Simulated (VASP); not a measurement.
Energy against volume of PbS (rock salt). Computed with PBE GGA with D3 dispersion (Becke-Johnson damping), VASP's PBE PAW potentials (set 64) (plane waves; VASP 6.6.1). Numerical set-up: 520 eV cut-off, 8×8×8 Γ-centred mesh, Gaussian smearing of 0.050 eV, potentials Pb_d S.

```
V (Å³/atom)  E (eV/atom)
-----------  -----------
25.285          -4.72017
26.067          -4.72520
26.849          -4.72174
27.631          -4.71109
```

Fit these four points and predict the energy of the run at 24.503 Å³/atom.

A cubic in V^(−2/3), the third-order Birch-Murnaghan form, passes through the four points with V0 = 26.12 Å³/atom and B0 = 57 GPa, and gives -4.7051 eV/atom there. The run gave -4.7052 eV/atom, -0.1 meV/atom from the fit; all five points give B0 = 57 GPa.

The compound is PbS in the rock salt structure. It was relaxed first.
